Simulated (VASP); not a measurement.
Here is the system:

```
CELL_PARAMETERS angstrom
      0.00000     2.27924     2.27924
      2.27924     0.00000     2.27924
      2.27924     2.27924     0.00000
ATOMIC_POSITIONS crystal
  Zr 0.00000 0.00000 0.00000
  C  0.50000 0.50000 0.50000
```

All values below come from PBEsol GGA, VASP's PBE PAW potentials (set 64) (plane waves; VASP 6.6.1). Numerical set-up: 620 eV cut-off, 14×14×14 Γ-centred mesh, first-order Methfessel-Paxton smearing of 0.10 eV, potentials Zr_sv C.

Energy and stress use the plane-wave basis of the starting cell.

Task: The ions, cell shape and volume at an external pressure of 30.0 GPa are relaxed. What does this cell relax into?

Result: 
```
CELL_PARAMETERS angstrom
      0.00000     2.25641     2.25641
      2.25641     0.00000     2.25641
      2.25641     2.25641     0.00000
ATOMIC_POSITIONS crystal
  Zr 0.00000 0.00000 0.00000
  C  0.50000 0.50000 0.50000
```
Space group Fm-3m (225), at a tolerance of 0.03 Å.

Task: How do energy and volume change from the first to the last step?

Result: The energy (σ→0) changes by +54.7 meV/atom and the volume by -3.0 %, in 4 ionic steps.

The compound is ZrC in the rock salt structure. This run relaxes it under an external pressure of 30 GPa. Symmetry was kept, so distortions that lower it aren't found.
